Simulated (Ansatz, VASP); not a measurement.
# ZnIn: VASP beside Ansatz

Wanted: the spread between two codes on one cell, functional and k mesh. The cell is generated by rule, not measured, and may not be a known phase. The cell is taken from a series of runs on this material, whose earlier steps may have relaxed, scaled, displaced or heated it; both programs get it as it stands.

Program: Ansatz 0.2.0. Level of theory: plane waves, with VASP 6.6.1 beside it; zone-centre phonons at PBEsol. Results are calculated unless marked as measured.

The structure was built from a prototype and need not be the compound's stable phase.

### 1. Set-up

Symmetry: Fm-3m, No. 225, cubic system. The conventional cell has a = 5.683 Å, b = 5.683 Å, c = 5.683 Å, α = 90.00°, β = 90.00°, γ = 90.00°. Nearest to In lie 6 Zn at 2.84 Å. Nearest to Zn lie 6 In at 2.84 Å. Farther neighbours are not listed.

As a file:

```cif
data_structure
_symmetry_space_group_name_H-M 'Fm-3m'
_symmetry_Int_Tables_number 225
_cell_length_a 5.6826
_cell_length_b 5.6826
_cell_length_c 5.6826
_cell_angle_alpha 90.000
_cell_angle_beta 90.000
_cell_angle_gamma 90.000
_cell_volume 183.50
loop_
_atom_site_label
_atom_site_type_symbol
_atom_site_symmetry_multiplicity
_atom_site_Wyckoff_symbol
_atom_site_fract_x
_atom_site_fract_y
_atom_site_fract_z
_atom_site_occupancy
In1 In 4 a 0.00000 0.00000 0.00000 1
Zn1 Zn 4 b 0.50000 0.00000 0.00000 1
```

### 2. Ansatz: zone-centre phonons, PBEsol

Ansatz runs on its default PAW (the set named soft_2) files.

Second derivatives magnify differences that forces hide, and they need a tight electronic threshold.

Input file input.yaml:

```yaml
crystal:
  lattice:
    - [0.0, 2.8412930343, 2.8412930343]
    - [2.8412930343, 0.0, 2.8412930343]
    - [2.8412930343, 2.8412930343, 0.0]
  atoms:
    - { symbol: In, position: [0.0, 0.0, 0.0] }
    - { symbol: Zn, position: [0.5, 0.5, 0.5] }
kpoints:
  mp_grid: { grid: [16, 16, 16] }
hamiltonian:
  xc: pbesol
scf:
  occupations: { method: methfessel_paxton, width: 0.2 }
output:
  eigenvalues: true
basis:
  ecutwfc: 250.0
phonons:
  method: dfpt
  qmesh: [2, 2, 2]
  temperatures: { t_max: 1000, t_step: 50 }
  qpath:
    path:
      - [[0.0, 0.0, 0.0], [0.5, 0.0, 0.5], [0.625, 0.25, 0.625]]
      - [[0.375, 0.375, 0.75], [0.0, 0.0, 0.0], [0.5, 0.5, 0.5], [0.5, 0.25, 0.75], [0.5, 0.0, 0.5]]
    npoints: 10
```

Launch:

```console
> ansatz run input.yaml --threads 8 --pin off --max-ram 14336MiB --backend cpu --events-out ev --progress --plain --runs-dir out
```

Numbers of over 12 decimals in the logs are rounded to 6 here.

The log of the run:

```text
Warning: basis.ecutwfc = 250 eV is below the records' recommended 420 eV, and the density's cutoff is lower with it unless basis.ecutrho_ratio is high enough to keep the records' density cutoff: compare with a run at a higher cutoff
Engine: ansatz 0.2.0, aarch64-unknown-linux-gnu
Pseudopotentials: kind: paw
Pseudopotential: In, paw, valence charge 13, recommended cutoff 420 eV (normal), In.paw.azcp
Pseudopotential: Zn, paw, valence charge 12, recommended cutoff 420 eV (normal), Zn.paw.azcp
Functional definition: PBEsol
  exchange = pbesol_x
  correlation = pbesol_c
Crystal: 2 atoms, lattice volume = 45.875 Å³
Basis set: ecut = 250 eV, 411 PW (Γ), exchange–correlation on 48×48×48 points (8 copies of the dense FFT grid, shifted against one another)
Bands: 17, of which v1, the nominal top of the filled ones, is band 13 counted from 1 (12 counted from 0)
Symmetry: 48 space group operations
k-points: 145 of 4096
Non-local potential: In, projectors of the file, l = 0: 2, l = 1: 2, l = 2: 2, l = 3: 2
Non-local potential: Zn, projectors of the file, l = 0: 2, l = 1: 2, l = 2: 3, l = 3: 1
PAW form: soft (Blöchl's): semilocal exchange-correlation on the pseudo side does not see the compensation charge
PAW frozen core: In, regenerated for the run's functional, and the local potential with it (the file was generated under x = pbe(κ = 0.804, μ = 0.219515), c = pbe(β = 0.066725))
PAW frozen core: Zn, regenerated for the run's functional, and the local potential with it (the file was generated under x = pbe(κ = 0.804, μ = 0.219515), c = pbe(β = 0.066725))
PAW one-centre angular grid: In, 590 points (default); XC on 64 Gauss nodes
PAW one-centre angular grid: Zn, 590 points (default); XC on 64 Gauss nodes
Initial density: superposition of atomic densities (neutral atoms: chi_scale 0, normalization atom), corrected by the library's trained network
Initial wavefunctions: pseudopotential atomic-orbital guess
Functional: x = pbesol(κ = 0.804, μ = 0.123457), c = pbesol(β = 0.046)
SCF iter   1: F=—  HF=-8804.081110 eV  |F-HF|=—  |Δ(HF+E_count)|=         —  Δρ=2.29e-2  dr2=1.06e-1  ethr=1.77e-3  ⟨swp⟩=4.0  Hψ=10067  notcnv=0
preconditioner: auto → Kerker (q_TF=auto, 2.466 Å⁻¹)  [metal: Δε(μ)=0.043 eV  Ē_g=14.284 eV  σ=0.200 eV  W_gap=0.18  n_scr=14 (ndim 8)  ℏωp=27.4 eV  f_vac=0.000  D(μ)=0.90/eV (n_scr^D=0)]
SCF iter   2: F=—  HF=-8803.891209 eV  |F-HF|=—  |Δ(HF+E_count)|=   1.90e-1  S|Δr|=    0.00e0  Δρ=1.95e-2  dr2=9.47e-2  ethr=4.22e-4  ⟨swp⟩=2.1  Hψ=5997  notcnv=0  defer=66
SCF iter   3: F=—  HF=-8803.888687 eV  |F-HF|=—  |Δ(HF+E_count)|=   2.52e-3  S|Δr|=    0.00e0  Δρ=8.44e-3  dr2=2.09e-2  ethr=3.79e-4  ⟨swp⟩=1.0  Hψ=3625  notcnv=0  defer=61
SCF iter   4: F=—  HF=-8803.880773 eV  |F-HF|=—  |Δ(HF+E_count)|=   7.91e-3  S|Δr|=    0.00e0  Δρ=1.02e-3  dr2=5.60e-4  ethr=8.35e-5  ⟨swp⟩=1.4  Hψ=2720  notcnv=0  defer=61
SCF iter   5: F=—  HF=-8803.880758 eV  |F-HF|=—  |Δ(HF+E_count)|=   1.49e-5  S|Δr|=    0.00e0  Δρ=4.50e-4  dr2=3.18e-5  ethr=2.24e-6  ⟨swp⟩=2.0  Hψ=3385  notcnv=0  defer=61
SCF iter   6: F=—  HF=-8803.880759 eV  |F-HF|=—  |Δ(HF+E_count)|=   6.88e-7  S|Δr|=    0.00e0  Δρ=5.10e-5  dr2=1.73e-6  ethr=1.27e-7  ⟨swp⟩=2.9  Hψ=4730  notcnv=0  defer=61
SCF iter   7: F=—  HF=-8803.880758 eV  |F-HF|=—  |Δ(HF+E_count)|=   4.24e-7  S|Δr|=    0.00e0  Δρ=7.33e-6  dr2=2.62e-8  ethr=6.92e-9  ⟨swp⟩=2.4  Hψ=3314  notcnv=0  defer=60
SCF iter   8: F=—  HF=-8803.880758 eV  |F-HF|=—  |Δ(HF+E_count)|=   1.78e-9  S|Δr|=    0.00e0  Δρ=1.45e-6  dr2=1.02e-9  ethr=1.05e-10  ⟨swp⟩=2.0  Hψ=3122  notcnv=0  defer=60
SCF iter   9: F=—  HF=-8803.880758 eV  |F-HF|=—  |Δ(HF+E_count)|=  2.62e-10  S|Δr|=    0.00e0  Δρ=3.15e-7  dr2=5.61e-11  ethr=4.07e-12  ⟨swp⟩=2.4  Hψ=3471  notcnv=0  defer=60
SCF iter  10: F=-8803.880758 eV  HF=-8803.880758 eV  |F-HF|=1.82e-12  |Δ(HF+E_count)|=  2.36e-11  S|Δr|=    0.00e0  Δρ=1.05e-7  dr2=4.03e-12  ethr=1.00e-12  ⟨swp⟩=6.6  Hψ=9747  notcnv=0
SCF 1 converged in 10 iterations: F = -8803.880758 eV  dr2 = 4.03e-12
  greatest PAW one-centre occupation: 1.002 electrons in one spin orbital (limit 2), on the In atom at site 0 (counted from 0), in its partial waves of l = 2
phonons: the bands overlap, so this run is a metal and interpolates without the dipole-dipole term. If the crystal is really an insulator or semiconductor, its LO-TO splitting is missing
NSCF: frozen V_eff on 145 k-points
NSCF: frozen V_eff on 349 k-points
DFPT response loops at q = (0, 0, 0) (fractional): preconditioner auto → Kerker (q_TF=auto, 2.466 Å⁻¹) (partly filled bands, converged f_vac=0.000); β = 1.00, the filter's whole step (`scf.mixing.beta` (0.50) is not read by the response loops under this deck's `scf.mixing.preconditioner`; to damp them name `kerker` or `kerker_dos`, under which they read `scf.mixing.beta`, and type it under 1.00, their step now; both keys bind the ground state too); Broyden in place of MSR1
NSCF: frozen V_eff on 2196 k-points
DFPT response loops at q = (0, 0, -0.5) (fractional): mixed as the last ones told, above
NSCF: frozen V_eff on 1242 k-points
DFPT response loops at q = (0, -0.5, -0.5) (fractional): mixed as the last ones told, above
SCF converged after 10 iterations
Stability not checked: this state was not tested for a lower state beside it, because cold or Methfessel-Paxton smearing, or corrected tetrahedra, fill the levels in a way that the test cannot read (fill_not_monotonic; see scf.lower_state_search)
Free energy (F): -8803.880758 eV
Harris-Foulkes:  -8803.880758 eV  (|F-HF|=1.82e-12)
Internal energy: -8803.880672 eV  (E = F + TS)
E sigma→0 (E₀):  -8803.880737 eV
Entropy (-TS):   -0.000086 eV (-0.043 meV/atom)
Fermi energy:    8.838772 eV
--- Per-component energies (eV) ---
  E_band       = -24.239995
  E_kinetic    = 381.316672
  E_local      = -2865.027424  (includes V_loc(G=0)·N_el)
  E_nonlocal   = 987.057499
  E_hartree    = 1172.565856
  E_xc         = -350.726062
  E_vxc        = -153.830689  (∫ρ·V_xc dr)
  E_paw        = -5881.062289  (= ΣΔE_a)
  E_vpaw       = -718.844377  (= ΣTr[D̂ρ^β])
  E_aug_tail   = -0.043388  (compensation charges beyond the density's cutoff)
  E_ewald      = -2248.994792
  E_core_change = 1.033257  (= ΣΔE_core)
  E_smearing   = -0.000086  (= −TS)
  E_closure    = 0.000000  (closes the sum)
  Σ components = -8803.880758   (vs F -8803.880758, Δ=0.00e0)
--- Band table (eV; the first three rows and the last of 145) ---
  k-point 0: bands = [... 9 lower, 0.9063, 0.9063, 12.4000, 12.4000, 12.4000, 14.5934, 17.4488, 17.4867]
  k-point 1: bands = [... 9 lower, 0.9077, 0.9077, 11.7585, 12.3926, 12.3926, 15.0011, 16.8253, 17.5999]
  k-point 2: bands = [... 9 lower, 0.9258, 0.9258, 10.5454, 12.3798, 12.3798, 15.2906, 16.9351, 17.1626]
  k-point 144: bands = [... 9 lower, 0.9228, 5.0390, 5.8015, 6.8854, 6.8854, 15.2678, 15.4174, 17.6468]
--- Phonons (Γ-DFPT): 2 representative perturbations + reference (Σ response iterations 8) ---
  ASR residual: 2.206e-5 → 0.000e0 eV/Å²; symmetrization residual: 2.143e-5 eV/Å²
  ASR residual per site (eV/Å²): 8.90e-6 2.21e-5
  Γ frequencies (cm⁻¹): 0.00 0.00 0.00 142.12 142.12 142.12
--- Phonons (arbitrary-q DFPT): 3 irreducible q on the 2×2×2 mesh ---
  q = [0.0000, 0.0000, 0.0000] (star 1, of the zone-centre solve; hermiticity 1.39e-5, symmetrization 1.05e-12): -0.00 -0.00 0.00 142.12 142.12 142.12
  q = [0.0000, 0.0000, -0.5000] (star 4, 2 solved perturbations on 1098 of 4096 k-point pairs; hermiticity 1.78e-13, symmetrization 6.77e-13): 84.38 84.38 98.20 111.12 111.12 124.67
  q = [0.0000, -0.5000, -0.5000] (star 3, 4 solved perturbations in 1940 linear systems a pass and spin channel, the states on 621 of 4096 k-point pairs; hermiticity 6.67e-6, symmetrization 5.40e-13): 25.66 25.66 29.96 153.66 153.66 171.92
  sum rule: each row above includes the acoustic sum rule's correction from the zone centre's row sums; it moved no ω² by more than (0.30 cm⁻¹)²
  mesh force constants: q→R imaginary residual 6.70e-17; ASR residual 2.206e-5 → 0.000e0 eV/Å²; symmetrization residual 1.998e-15 eV/Å²
  interpolated dispersion: 62 rows × 6 modes
  density of states and harmonic sums: on the 20×20×20 q-mesh, interpolated from the force constants of a 2×2×2 supercell (no non-analytic term)
  largest difference from the sums on the solved wave vectors: F 5.18e-2 eV, S 6.60e-5 and C_V 1.47e-5 eV/K
  zero-point energy: 0.035563 eV/cell   skipped modes (ω ≤ 0): 70, of them read as no rigid motion or as one in doubt: 67 (2.100e-1 modes/cell left out, lowest -23.59 cm⁻¹)   left out of the sums: 3.51e-2 of the cell's modes: C_V's classical limit lies that fraction below 3 k_B per atom; for a crystal, a wire or a layer, F and S can be off by more, and a phonons.interpolated_qmesh denser along its periods is the remedy for the sampling
```

The column dr2 measures how far the density is from self-consistency, as an energy; F and HF (Harris–Foulkes) agree once it is small.

[end of part 1 of 2]

[Lines on the potential files, build, host, timing and source positions are cut from VASP's logs without a mark.]

[Logs are printed without paths, hosts, clocks, repeated set-up lines and the standing remarks that a program may print on its own settings, such as how far it seeks lower states.]

[Hosts, paths, dates, database ids (printed as entryN), source tags and the programs' standing remarks are cut or masked in the printed files.]
